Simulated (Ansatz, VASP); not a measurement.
# Ca4Mg4Si37B6O91 (glassy 77SiO2-6B2O3-8CaO-8MgO (mol %)): VASP beside Ansatz, part 2 of 2

One calculation is typed for both programs; each brings its own data sets. How far apart do they land? Of the first pair: The structure shown is the start of the Ansatz relaxation below; VASP solves that cell, so the two are compared at the walk's first step.

VASP 6.6.1 and Ansatz 0.2.0.

So far. Step 3 (VASP: single point, PBE, start cell, pair 1): The run ends at a pressure of -1.37 GPa, with forces up to 0.45 eV/Å.

### 5. Ansatz: relaxation, PBE

This run makes the geometry at which the two programs are then compared.

The structure compared here is the end of the Ansatz relaxation.

This is the run of step 2 again, met here at its other cell.

### 6. VASP: single point, PBE, relaxed atoms in a fixed cell, pair 2

The same cell, functional, mesh and smearing now go to VASP, with its own data sets.

Input file INCAR:

```
SYSTEM = Ca4Mg4Si37B6O91
PREC = Accurate
ENCUT = 600
EDIFF = 1E-06
NELM = 120
ISMEAR = -1
SIGMA = 0.025
LREAL = Auto
ALGO = Normal
GGA = PE
NBANDS = 479
LORBIT = 11
LWAVE = .FALSE.
LCHARG = .FALSE.
ISIF = 2
LASPH = .TRUE.
GGA_COMPAT = .FALSE.
EFERMI = MIDGAP
```

Input file POSCAR:

```
Ca4Mg4Si37B6O91
1.0
   12.3152200000      0.0152300000      0.2754100000
    0.0153800000     12.6778300000      0.0718000000
    0.2781600000      0.0718000000     12.7054100000
Si B Ca Mg O
37 6 4 4 91
Direct
    0.2757500000      0.2786400000      0.4730100000
    0.2296400000      0.3977100000      0.6677500000
    0.9805000000      0.5430200000      0.4629700000
    0.6072700000      0.3622700000      0.1505300000
    0.4885900000      0.0439100000      0.2339100000
    0.6688100000      0.7484700000      0.9446000000
    0.9004100000      0.8901800000      0.9422200000
    0.2881100000      0.3280200000      0.9835300000
    0.4720100000      0.1339300000      0.5532900000
    0.0481400000      0.1650400000      0.4726600000
    0.6276000000      0.8909200000      0.1196600000
    0.6685000000      0.8847700000      0.6699800000
    0.1820800000      0.2154700000      0.8151500000
    0.4192700000      0.1223200000      0.0107300000
    0.3725600000      0.9583500000      0.4318100000
    0.4956300000      0.7732400000      0.7781200000
    0.8922800000      0.5993700000      0.1382400000
    0.1281300000      0.7010900000      0.5920500000
    0.7358200000      0.3926200000      0.7760400000
    0.4107300000      0.4002400000      0.3012800000
    0.6722000000      0.2508300000      0.5507600000
    0.4356600000      0.5148700000      0.9276700000
    0.8170700000      0.0689800000      0.6278000000
    0.7704800000      0.0746000000      0.0443700000
    0.7655900000      0.6430200000      0.4895000000
    0.2255900000      0.4826200000      0.1742000000
    0.2617900000      0.7174300000      0.2081800000
    0.8688300000      0.5549500000      0.8828500000
    0.1388900000      0.9497100000      0.5660400000
    0.5406300000      0.5497700000      0.4486600000
[... 106 atom lines left out ...]
    0.5843300000      0.8372300000      0.3779100000
    0.9889200000      0.5303000000      0.8323200000
    0.0808800000      0.1286600000      0.8272800000
    0.4908500000      0.1257100000      0.6771400000
    0.6479500000      0.4818700000      0.1165600000
    0.1675500000      0.2136600000      0.4432000000
```

Input file KPOINTS:

```
Automatic mesh
0
Gamma
1 1 1
0 0 0
```

The projector-augmented-wave data sets are Si, B, Ca_sv, Mg and O (PBE family, release 64).

Command:

```
export OMP_NUM_THREADS=3
mpirun -np 1 vasp_gam
```

What it wrote:

```text
[... set-up lines as in an earlier step ...]
 entering main loop
       N       E                     dE             d eps       ncg     rms          rms(c)
DAV:   1     0.802197591084E+04    0.80220E+04   -0.48140E+05   974   0.174E+03
DAV:   2    -0.449333478119E+03   -0.84713E+04   -0.81660E+04  1189   0.412E+02
DAV:   3    -0.120566431408E+04   -0.75633E+03   -0.75133E+03  1132   0.133E+02
DAV:   4    -0.122794459914E+04   -0.22280E+02   -0.22184E+02  1180   0.221E+01
[...]
DAV:  18    -0.108356888301E+04    0.38289E-05   -0.11985E-05  1076   0.610E-03    0.139E-02
DAV:  19    -0.108356887777E+04    0.52401E-05   -0.86122E-06   964   0.848E-03    0.536E-03
DAV:  20    -0.108356887759E+04    0.17048E-06   -0.70740E-06  1068   0.609E-03
   1 F= -.10835689E+04 E0= -.10835689E+04  d E =0.000000E+00
```

Parts of OUTCAR (step 6):

```text
  FREE ENERGIE OF THE ION-ELECTRON SYSTEM (eV)
  ---------------------------------------------------
  free  energy   TOTEN  =     -1083.5688775947 eV

  energy  without entropy=    -1083.5688775947  energy(sigma->0) =    -1083.56887759

[... 1 part as in an earlier step ...]

[... 1 further part left out ...]
[key lines of the parts left out:]
E-fermi :   3.2809
```

The run ends at a pressure of -0.66 GPa, with forces up to 0.12 eV/Å.

### 7. Differences

What differs besides the data sets and the points named for the pairs above, as far as they apply: the data sets hold 792 valence electrons in Ansatz (on its default PAW (the set named soft_2) files) and 760 in VASP; the cutoff is 420 eV in Ansatz and 600 eV in VASP (PREC = Accurate, projectors in real space). Total energies have different zeros and are not compared.

Both answers:

| quantity | Ansatz | VASP | difference |
| --- | --- | --- | --- |
| pressure (GPa) | -0.57 | -0.66 | +0.09 |
| gap on the k mesh (eV) | 3.865 | 3.853 | +0.012 |

Forces on 7 of the 142 atoms, those with the largest forces and the largest differences (eV/Å; atoms numbered as in POSCAR):

| atom | Ansatz x, y, z | VASP x, y, z |
| --- | --- | --- |
| Si2 | -0.002, 0.007, -0.015 | -0.093, 0.043, -0.036 |
| Si13 | -0.001, 0.006, 0.002 | -0.103, -0.001, 0.023 |
| O59 | -0.002, -0.002, -0.012 | -0.027, -0.003, 0.093 |
| O67 | -0.006, -0.002, -0.002 | 0.084, -0.033, -0.004 |
| O88 | 0.007, -0.003, -0.003 | 0.081, -0.072, 0.026 |
| O110 | 0.001, 0.010, -0.002 | 0.072, 0.067, -0.006 |
| O127 | -0.002, 0.001, -0.008 | -0.032, -0.055, -0.097 |

The forces differ by 25 meV/Å r.m.s., where the r.m.s. force is 0.008 eV/Å in Ansatz and 0.026 eV/Å in VASP: the atoms lie near their places of rest in Ansatz, so a percentage would say little (all taken over all components). A gap on the mesh is an upper bound, since the band edges may lie between its points.

### 8. Results

```
r.m.s. force difference (single point, PBE, start cell, pair 1)                    : 25 meV/Å
r.m.s. force difference (single point, PBE, relaxed atoms in a fixed cell, pair 2) : 25 meV/Å
```

The r.m.s. force difference is 25 meV/Å (single point, PBE, start cell, pair 1), beyond the 12 meV/Å picked in this series as the mark of a large difference. The data sets hold unlike numbers of valence electrons (792 in Ansatz and 760 in VASP), so part of the differences may come from the potentials. What causes the difference of the single point, PBE, start cell, pair 1 pair stays open here. What causes the difference of the single point, PBE, relaxed atoms in a fixed cell, pair 2 pair stays open here. Such differences can come from data sets, numerical settings and the points named under the comparisons, not from the functional's error against experiment.

[Lines on the potential files, build, host, timing and source positions are cut from VASP's logs without a mark.]

[Logs are printed without paths, hosts, clocks, repeated set-up lines and the standing remarks that a program may print on its own settings, such as how far it seeks lower states.]

[Hosts, paths, dates, database ids (printed as entryN), source tags and the programs' standing remarks are cut or masked in the printed files.]
